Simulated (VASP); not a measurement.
# A VASP study of PbF2 (Fluorocronite) (AM05): structure first, properties next, part 2 of 4

Wanted: the relaxed cell of PbF2 (Fluorocronite) and its properties. The start is a cell from a database of measured crystal structures.

VASP 6.6.1; AM05; plane waves and PAW (Pb_d, F).

So far, gap on the k-mesh (eV): step 2 (full relaxation (AM05)) 4.40. The relaxed cell has a = 5.923 Å (conventional setting).

The database entry behind the starting cell differs from later determinations by our own check (0.1 to 0.3 % short, probably kX units), so it need not match the best structure at ambient conditions.

**3. Single point with fields (AM05)**

The relaxed cell gets a fresh self-consistent run, on a basis set for its own volume, to fix the density and to check the remaining stress.

Contents of INCAR:

```
SYSTEM = PbF2
PREC = Accurate
ENCUT = 520
EDIFF = 1E-06
NELM = 100
ISMEAR = 0
SIGMA = 0.05
LREAL = .FALSE.
ALGO = Normal
GGA = AM
NBANDS = 20
LORBIT = 11
LWAVE = .FALSE.
LCHARG = .TRUE.
ISIF = 2
LELF = .TRUE.
LVHAR = .TRUE.
```

Contents of POSCAR:

```
PbF2
1.0
    0.0000000000      2.9614600048      2.9614600048
    2.9614600048      0.0000000000      2.9614600048
    2.9614600048      2.9614600048      0.0000000000
Pb F
1 2
Direct
    0.0000000000      0.0000000000      0.0000000000
    0.2500000000      0.2500000000      0.2500000000
    0.7500000000      0.7500000000      0.7500000000
```

Contents of KPOINTS:

```
Automatic mesh
0
Gamma
8 8 8
0 0 0
```

PAW data sets: Pb_d and F (PBE family, release 64).

Command:

```console
$ mpirun -np 2 vasp_std
```

Log:

```text
[banner, memory and clock lines left out]
running    2 mpi-ranks, on    1 nodes
 distrk:  each k-point on    2 cores,    1 groups
 distr:  one band on    1 cores,    2 groups

 POSCAR found type information on POSCAR PbF
 POSCAR found :  2 types and       3 ions
 [... a notice as in an earlier step ...]

 LDA part: xc-table for (Slater+PW92), standard interpolation
 POSCAR, INCAR and KPOINTS ok, starting setup
 FFT: planning ... GRIDC
 FFT: planning ... GRID_SOFT
 FFT: planning ... GRID
 WAVECAR not read
 entering main loop
       N       E                     dE             d eps       ncg     rms          rms(c)
DAV:   1     0.302162708403E+03    0.30216E+03   -0.14936E+04  1172   0.161E+03
DAV:   2     0.135056620445E+02   -0.28866E+03   -0.27317E+03  1228   0.441E+02
DAV:   3    -0.151070504869E+02   -0.28613E+02   -0.28225E+02  1364   0.146E+02
DAV:   4    -0.159625194997E+02   -0.85547E+00   -0.85462E+00  1336   0.266E+01
DAV:   5    -0.159890394906E+02   -0.26520E-01   -0.26517E-01  1460   0.494E+00    0.715E+00
DAV:   6    -0.143986386230E+02    0.15904E+01   -0.76137E+00  1576   0.221E+01    0.265E+00
DAV:   7    -0.143900554845E+02    0.85831E-02   -0.37850E-01  1220   0.394E+00    0.153E+00
DAV:   8    -0.143885518073E+02    0.15037E-02   -0.95843E-02  1196   0.357E+00    0.499E-01
DAV:   9    -0.143860672864E+02    0.24845E-02   -0.17450E-02  1512   0.101E+00    0.102E-01
DAV:  10    -0.143875636963E+02   -0.14964E-02   -0.18056E-03  1176   0.372E-01    0.308E-02
DAV:  11    -0.143875689387E+02   -0.52424E-05   -0.10053E-04  1328   0.982E-02    0.118E-02
DAV:  12    -0.143875857658E+02   -0.16827E-04   -0.36241E-05  1224   0.566E-02    0.818E-03
DAV:  13    -0.143875842346E+02    0.15312E-05   -0.93276E-06  1340   0.341E-02    0.102E-03
DAV:  14    -0.143875843250E+02   -0.90346E-07   -0.64139E-07   936   0.619E-03
   1 F= -.14387584E+02 E0= -.14387584E+02  d E =-.173365E-11
```

Wall time 7.2 s (2 MPI ranks of Intel Xeon 6975P-C (Granite Rapids), shared host); peak memory 0.3 GiB; 12 s of CPU time.

Parts of OUTCAR (step 3):

```text
  LATTYP: Found a face centered cubic cell.
 ALAT       =     5.9229200096

The static configuration has the point symmetry O_h .

 Found     29 irreducible k-points:

   NELECT =      28.0000    total number of electrons

 E-fermi :   2.0544

 k-point     1 :       0.0000    0.0000    0.0000
  band No.  band energies     occupation
    ...
     10      -0.6361      2.00000
     11      -0.6361      2.00000
     12      -0.1379      2.00000
     13      -0.1379      2.00000
     14      -0.1379      2.00000
     15       8.5777      0.00000
     16       8.5777      0.00000
     17       8.5777      0.00000
     18      12.6287      0.00000
     19      16.9511      0.00000
    ...

 k-point     2 :       0.1250    0.0000    0.0000
  band No.  band energies     occupation
    ...
     10      -0.6685      2.00000
     11      -0.6685      2.00000
     12      -0.1624      2.00000
     13      -0.1623      2.00000
     14       0.2761      2.00000
     15       8.0701      0.00000
     16       8.7055      0.00000
     17       8.7055      0.00000
     18      13.5144      0.00000
     19      16.5514      0.00000
    ...

  Total        0.0056816      0.0056816      0.0056816      0.0000000      0.0000000     -0.0000000
  in kB        0.1752404      0.1752404      0.1752404      0.0000000      0.0000000     -0.0000000
  external PRESSURE =       0.1752404 kB  Pullay stress =       0.0000000 kB

  energy-cutoff  :      520.00
  volume of cell :       51.95
      direct lattice vectors                 reciprocal lattice vectors
     0.000000000  2.961460005  2.961460005    -0.168835642  0.168835642  0.168835642
     2.961460005  0.000000000  2.961460005     0.168835642 -0.168835642  0.168835642
     2.961460005  2.961460005  0.000000000     0.168835642  0.168835642 -0.168835642

 POSITION                                       TOTAL-FORCE (eV/Angst)
 -----------------------------------------------------------------------------------
      0.00000      0.00000      0.00000        -0.000000     -0.000000      0.000000
      1.48073      1.48073      1.48073        -0.000000     -0.000000     -0.000000
      4.44219      4.44219      4.44219         0.000000      0.000000      0.000000
 -----------------------------------------------------------------------------------
    total drift:                                0.000000     -0.000000      0.000000

  FREE ENERGIE OF THE ION-ELECTRON SYSTEM (eV)
  ---------------------------------------------------
  free  energy   TOTEN  =       -14.3875843250 eV

  energy  without entropy=      -14.3875843250  energy(sigma->0) =      -14.38758432

 total charge
# of ion       s       p       d       tot
------------------------------------------
    1        1.546   0.291   9.866  11.703
    2        1.741   4.317   0.000   6.058
    3        1.741   4.317   0.000   6.058
--------------------------------------------------
tot          5.029   8.925   9.866  23.820

[... 5 parts as in an earlier step ...]

[... 6 further parts left out ...]
```

This step gave:

```
SCF cycles : 14
pressure   : 0.01752 GPa
```

Valence electrons inside each PAW sphere by angular momentum. Sphere charges, by row:

```tsv
atom	s (e)	p (e)	d (e)	tot (e)
Pb1	1.546	0.291	9.866	11.7
F2	1.741	4.317	0	6.058
F3	1.741	4.317	0	6.058
```

ELF in the ac plane of a cell with a along [110], b along [-110] and c along [001] of the cube at fractional y = 0.000, with atoms of Pb and F within 0.2 Å of it. It is the smooth field of the valence electrons, not physical close to the nuclei.

Ten even steps from '_' (0.00) to '@' (0.79), each cell a mean:
```
::--++--........--++----::====..........====::
==++==::==####==::==++====++--::**##++::--++==
++==::--%%@@@@%%--::==++++--::**@@@@@@**::--++
--....**@@%%%%@@++..::--::..--%%@@##@@%%--..::
____..**@@@@@@@@**..________==%%@@%%@@%%--____
____..==%%@@@@%%==..________::**@@@@@@**::____
______..--====--..__________..::==++==::______
______________________________________________
________........________________......________
______::++####++--__________..==**##**==..____
____..++@@@@@@@@++..________--%%@@@@@@##--____
..__..**@@%%%%@@**..__....__--@@@@##@@%%--__..
==--..++@@@@@@@@==..--==--::::##@@%%@@##::::==
++++--::**@@@@**::--++++++==::==%%@@%%==::==++
--==++::::====::::++==----++==::--==--..==++--
++--++--..____..--++::++--==++::______::++==--
```
Columns run along a (8.4 Å), rows up along c (5.9 Å), edges of the conventional cell, whose origin can differ from the input's. Atoms in or near the plane, at fractional coordinates: Pb at (0.00, 0.00), Pb at (0.50, 0.00), F at (0.25, 0.25), F at (0.75, 0.25), F at (0.25, 0.75), F at (0.75, 0.75).

Valence density in the ac plane of a cell with a along [110], b along [-110] and c along [001] of the cube at fractional y = 0.000, with atoms of Pb and F within 0.2 Å of it. It is the smooth field of the valence electrons, not physical close to the nuclei.

Ten even steps from '0' (0 e/Å³) to '9' (12 e/Å³), each cell a mean:
```
53100000013542000000024
21000000001220000000002
00001331000000002310000
00002882000000005950000
00001661000000004730000
00000110000000000100000
00000000000000000000000
00000000000000000000000
00000000000000000000000
00000000000000000000000
00001330000000002310000
00002882000000005950000
00001661000000004730000
10000110000110000100001
32000000002331000000013
63100000013652000000025
```
Columns run along a (8.4 Å), rows up along c (5.9 Å), edges of the conventional cell, whose origin can differ from the input's. Atoms in or near the plane, at fractional coordinates: Pb at (0.00, 0.00), Pb at (0.50, 0.00), F at (0.25, 0.25), F at (0.75, 0.25), F at (0.25, 0.75), F at (0.75, 0.75).

Electrostatic potential energy in the ac plane of a cell with a along [110], b along [-110] and c along [001] of the cube at fractional y = 0.000, with atoms of Pb and F within 0.2 Å of it. With pseudopotentials it is smooth inside the atoms' cores, unlike the true potential.

Ten even steps from '_' (-75 eV) to '@' (6 eV), each cell a mean:
```
__..++%%@@@@@@@@%%++______::##@@@@@@@@@@##::__
::==##@@@@@@@@@@@@##==::::++%%@@@@@@@@@@%%++::
##%%@@@@%%****%%@@@@%%####%%@@@@##++##@@@@%%##
@@@@@@@@**::::**@@@@@@@@@@@@@@%%--::==@@@@@@@@
@@@@@@@@##----##@@@@@@@@@@@@@@@@++--++@@@@@@@@
@@@@@@@@@@%%%%@@@@@@@@@@@@@@@@@@@@##@@@@@@@@@@
@@@@@@@@@@@@@@@@@@@@@@@@@@@@@@@@@@@@@@@@@@@@@@
@@@@@@@@@@@@@@@@@@@@@@@@@@@@@@@@@@@@@@@@@@@@@@
@@@@@@@@@@@@@@@@@@@@@@@@@@@@@@@@@@@@@@@@@@@@@@
@@@@@@@@@@@@@@@@@@@@@@@@@@@@@@@@@@@@@@@@@@@@@@
@@@@@@@@%%++**@@@@@@@@@@@@@@@@@@##++##@@@@@@@@
@@@@@@@@**::::**@@@@@@@@@@@@@@@@==::==@@@@@@@@
%%@@@@@@##----##@@@@@@%%%%@@@@@@++--++@@@@@@%%
++**%%@@@@%%%%@@@@%%**++++##@@@@%%%%@@@@@@##++
__::**@@@@@@@@@@@@**::__..==%%@@@@@@@@@@%%==..
____==%%@@@@@@@@%%==______::##@@@@@@@@@@##::__
```
Columns run along a (8.4 Å; values clipped at the 3rd and 97th percentile), rows up along c (5.9 Å), edges of the conventional cell, whose origin can differ from the input's. Atoms in or near the plane, at fractional coordinates: Pb at (0.00, 0.00), Pb at (0.50, 0.00), F at (0.25, 0.25), F at (0.75, 0.25), F at (0.25, 0.75), F at (0.75, 0.75).

In this run the pressure is 0.02 GPa, small enough to go on.

**4. Band structure (AM05)**

Levels along the symmetry lines show where the bands peak and cross; KPOINTS_OPT computes them in the converged potential.

Contents of INCAR:

```
SYSTEM = PbF2
PREC = Accurate
ENCUT = 520
EDIFF = 1E-06
NELM = 100
ISMEAR = 0
SIGMA = 0.05
LREAL = .FALSE.
ALGO = Normal
GGA = AM
NBANDS = 27
LORBIT = 11
LWAVE = .FALSE.
LCHARG = .FALSE.
KPAR = 2
```

POSCAR is that of step 3.

KPOINTS is that of step 3.

Contents of KPOINTS_OPT:

```
Line mode
16
Line-mode
Reciprocal
  0.00000000   0.00000000   0.00000000 GAMMA
  0.50000000   0.00000000   0.50000000 X

  0.50000000   0.00000000   0.50000000 X
  0.50000000   0.25000000   0.75000000 W

  0.50000000   0.25000000   0.75000000 W
  0.37500000   0.37500000   0.75000000 K

  0.37500000   0.37500000   0.75000000 K
  0.00000000   0.00000000   0.00000000 GAMMA

  0.00000000   0.00000000   0.00000000 GAMMA
  0.50000000   0.50000000   0.50000000 L

  0.50000000   0.50000000   0.50000000 L
  0.62500000   0.25000000   0.62500000 U

  0.62500000   0.25000000   0.62500000 U
  0.50000000   0.25000000   0.75000000 W

  0.50000000   0.25000000   0.75000000 W
  0.50000000   0.50000000   0.50000000 L

  0.50000000   0.50000000   0.50000000 L
  0.37500000   0.37500000   0.75000000 K

  0.62500000   0.25000000   0.62500000 U
  0.50000000   0.00000000   0.50000000 X
```

Command:

```console
$ mpirun -np 2 vasp_std
```

Log:

```text
[banner, memory and clock lines left out]
running    2 mpi-ranks, on    1 nodes
 distrk:  each k-point on    1 cores,    2 groups
 distr:  one band on    1 cores,    1 groups

 POSCAR found type information on POSCAR PbF
 POSCAR found :  2 types and       3 ions
 [... a notice as in an earlier step ...]

 LDA part: xc-table for (Slater+PW92), standard interpolation
 POSCAR, INCAR and KPOINTS ok, starting setup
 FFT: planning ... GRIDC
 FFT: planning ... GRID_SOFT
 FFT: planning ... GRID
 WAVECAR not read
 entering main loop
       N       E                     dE             d eps       ncg     rms          rms(c)
DAV:   1     0.288514145412E+03    0.28851E+03   -0.13753E+04  1593   0.119E+03
DAV:   2     0.978879842245E+01   -0.27873E+03   -0.25518E+03  1651   0.359E+02
DAV:   3    -0.153310411783E+02   -0.25120E+02   -0.24847E+02  1797   0.110E+02
DAV:   4    -0.159705572285E+02   -0.63952E+00   -0.63900E+00  1880   0.182E+01
DAV:   5    -0.159895405546E+02   -0.18983E-01   -0.18982E-01  1998   0.326E+00    0.716E+00
DAV:   6    -0.144011978115E+02    0.15883E+01   -0.59141E+00  2260   0.164E+01    0.265E+00
DAV:   7    -0.143912445419E+02    0.99533E-02   -0.34096E-01  1736   0.296E+00    0.154E+00
DAV:   8    -0.143894982979E+02    0.17462E-02   -0.96526E-02  1680   0.270E+00    0.558E-01
DAV:   9    -0.143860659344E+02    0.34324E-02   -0.14887E-02  2011   0.759E-01    0.105E-01
DAV:  10    -0.143875855938E+02   -0.15197E-02   -0.18590E-03  1659   0.314E-01    0.374E-02
DAV:  11    -0.143875663898E+02    0.19204E-04   -0.92662E-05  1773   0.814E-02    0.145E-02
DAV:  12    -0.143875833316E+02   -0.16942E-04   -0.38924E-05  1683   0.536E-02    0.727E-03
DAV:  13    -0.143875842650E+02   -0.93340E-06   -0.52650E-06  1741   0.200E-02
   1 F= -.14387584E+02 E0= -.14387584E+02  d E =-.334773E-20
 Start KPOINTS_OPT (optional k-point list driver)
k-point batch [1-29\160]
       N       E                     dE             ncg
DAV:   1     0.263513985211E+04   -0.17628E+05     1617
DAV:   2    -0.530364762708E+04   -0.79388E+04     1645
DAV:   3    -0.609369978731E+04   -0.79005E+03     1789
DAV:   4    -0.611588379986E+04   -0.22184E+02     1930
DAV:   5    -0.611651185494E+04   -0.62806E+00     2015
DAV:   6    -0.611653896340E+04   -0.27108E-01     2038
DAV:   7    -0.611654050233E+04   -0.15389E-02     2228
DAV:   8    -0.611654051560E+04   -0.13262E-04     1687
DAV:   9    -0.611654051610E+04   -0.50221E-06     1367
[...]
k-point batch [146-160\160]
       N       E                     dE             ncg
DAV:   1     0.137205708601E+05   -0.12931E+05      834
DAV:   2     0.965325762825E+04   -0.40673E+04      861
DAV:   3     0.926157009693E+04   -0.39169E+03      968
DAV:   4     0.925123305792E+04   -0.10337E+02     1052
DAV:   5     0.925093058029E+04   -0.30248E+00     1088
DAV:   6     0.925091730465E+04   -0.13276E-01     1078
DAV:   7     0.925091635390E+04   -0.95075E-03     1211
DAV:   8     0.925091634555E+04   -0.83504E-05      974
DAV:   9     0.925091634510E+04   -0.44964E-06      768
```

Run time: 30 s. Hardware: 2 MPI ranks; peak memory 0.4 GiB; 51 s of CPU time.

OUTCAR, selected parts (step 4):

```text
The static configuration has the point symmetry O_h .

 Found     29 irreducible k-points:

   k-points           NKPTS =     29   k-points in BZ     NKDIM =     29   number of bands    NBANDS=     27

   NELECT =      28.0000    total number of electrons

 E-fermi :   2.1487

 k-point     1 :       0.0000    0.0000    0.0000
  band No.  band energies     occupation
    ...
     10      -0.6360      2.00000
     11      -0.6360      2.00000
     12      -0.1378      2.00000
     13      -0.1378      2.00000
     14      -0.1378      2.00000
     15       8.5777      0.00000
     16       8.5777      0.00000
     17       8.5777      0.00000
     18      12.6279      0.00000
     19      16.9512      0.00000
    ...

 k-point     2 :       0.1250    0.0000    0.0000
  band No.  band energies     occupation
    ...
     10      -0.6684      2.00000
     11      -0.6684      2.00000
     12      -0.1622      2.00000
     13      -0.1622      2.00000
     14       0.2762      2.00000
     15       8.0701      0.00000
     16       8.7055      0.00000
     17       8.7055      0.00000
     18      13.5138      0.00000
     19      16.5514      0.00000
    ...

  Total        0.0026707      0.0026707      0.0026707      0.0000000      0.0000000     -0.0000000
  in kB        0.0823723      0.0823723      0.0823723      0.0000000      0.0000000     -0.0000000
  external PRESSURE =       0.0823723 kB  Pullay stress =       0.0000000 kB

 POSITION                                       TOTAL-FORCE (eV/Angst)
 -----------------------------------------------------------------------------------
      0.00000      0.00000      0.00000        -0.000000     -0.000000      0.000000
      1.48073      1.48073      1.48073         0.000000      0.000000      0.000000
      4.44219      4.44219      4.44219        -0.000000     -0.000000     -0.000000
 -----------------------------------------------------------------------------------
    total drift:                                0.000000     -0.000000      0.000000

  FREE ENERGIE OF THE ION-ELECTRON SYSTEM (eV)
  ---------------------------------------------------
  free  energy   TOTEN  =       -14.3875842650 eV

  energy  without entropy=      -14.3875842650  energy(sigma->0) =      -14.38758427

[... 8 parts as in an earlier step ...]

[... 5 further parts left out ...]
```

Spin-orbit coupling is off here; with elements this heavy it splits and shifts levels by tenths of an eV or more.

This step gave:

```yaml
scf_cycles: 13
bands: 27
fermi_energy: 2.149 eV
pressure: 0.008237 GPa
least_gap_on_mesh_and_path: 4.404 eV
least_direct_gap_on_mesh_and_path: 4.551 eV
```

Electronic bands along the path, in eV, zero at the valence-band top; v1 is the highest filled band, c1 the lowest empty one:

```tsv
point	v4	v3	v2	v1	c1	c2	c3	c4
Γ	-2.47	-1.97	-1.97	-1.97	6.74	6.74	6.74	10.79
0.53 of the way	-1.98	-1.70	-1.70	-0.88	4.97	7.42	7.42	11.09
X	-1.54	-1.54	-1.54	-0.15	4.40	7.89	7.89	9.09
0.53 of the way	-1.96	-1.59	-1.50	-0.06	4.97	7.21	7.65	9.71
W	-2.68	-1.61	-1.48	0.00	6.05	6.05	7.52	10.24
0.47 of the way	-2.32	-1.62	-1.52	-0.02	5.54	6.53	7.65	10.13
K	-2.06	-1.70	-1.55	-0.03	5.31	6.69	7.87	9.94
0.47 of the way	-2.52	-2.18	-1.70	-0.54	5.42	7.02	7.40	12.46
Γ	-2.47	-1.97	-1.97	-1.97	6.74	6.74	6.74	10.79
0.47 of the way	-2.57	-2.05	-2.05	-0.93	5.61	7.14	7.14	12.86
L	-2.69	-2.14	-2.14	-0.02	5.06	7.64	7.64	13.33
0.47 of the way	-2.53	-1.94	-1.82	-0.03	5.34	6.98	7.73	11.37
U	-2.06	-1.70	-1.55	-0.03	5.31	6.69	7.87	9.94
0.47 of the way	-2.27	-1.63	-1.52	-0.02	5.49	6.58	7.68	10.10
W	-2.68	-1.61	-1.48	0.00	6.05	6.05	7.52	10.24
0.47 of the way	-2.69	-1.76	-1.74	-0.03	5.52	6.67	7.71	10.93
L	-2.69	-2.14	-2.14	-0.02	5.06	7.64	7.64	13.33
0.53 of the way	-2.48	-1.90	-1.76	-0.03	5.41	6.84	7.75	11.12
K	-2.06	-1.70	-1.55	-0.03	5.31	6.69	7.87	9.94
jump to U	-2.06	-1.70	-1.55	-0.03	5.31	6.69	7.87	9.94
0.53 of the way	-1.69	-1.58	-1.54	-0.11	4.63	7.51	7.89	9.34
X	-1.54	-1.54	-1.54	-0.15	4.40	7.89	7.89	9.09
```

Of the projections kept (Pb, F), the largest for each band there; the rest of the weight can lie on other orbitals:

```tsv
point	v4	v3	v2	v1	c1	c2	c3	c4
Γ	F 0.96	F 0.97	F 0.97	F 0.97	Pb 0.95	Pb 0.95	Pb 0.95	Pb 0.88
X	F 1.00	F 0.99	F 0.99	F 0.60	Pb 0.85	Pb 0.66	Pb 0.66	F 0.64
W	F 0.93	F 1.00	F 0.99	F 0.63	Pb 0.69	Pb 0.69	Pb 0.54	Pb 1.00
K	F 0.96	F 0.98	F 1.00	F 0.63	Pb 0.74	Pb 0.58	Pb 0.70	Pb 0.76
Γ	F 0.96	F 0.97	F 0.97	F 0.97	Pb 0.95	Pb 0.95	Pb 0.95	Pb 0.88
L	F 0.93	F 0.97	F 0.97	F 0.72	Pb 0.52	Pb 0.80	Pb 0.80	Pb 0.94
```

The path finds the gap of the mesh within 0.02 eV, so the mesh comes close to both band edges.

(Continued in part 3 of 4.)

[Lines on the potential files, build, host, timing and source positions are cut from VASP's logs without a mark.]

[Logs are printed without paths, hosts, clocks, repeated set-up lines and the standing remarks that a program may print on its own settings, such as how far it seeks lower states.]

[Hosts, paths, dates, database ids (printed as entryN), source tags and the programs' standing remarks are cut or masked in the printed files.]

[A measured line is paired with the nearest computed mode of its activity, which favours agreement.]
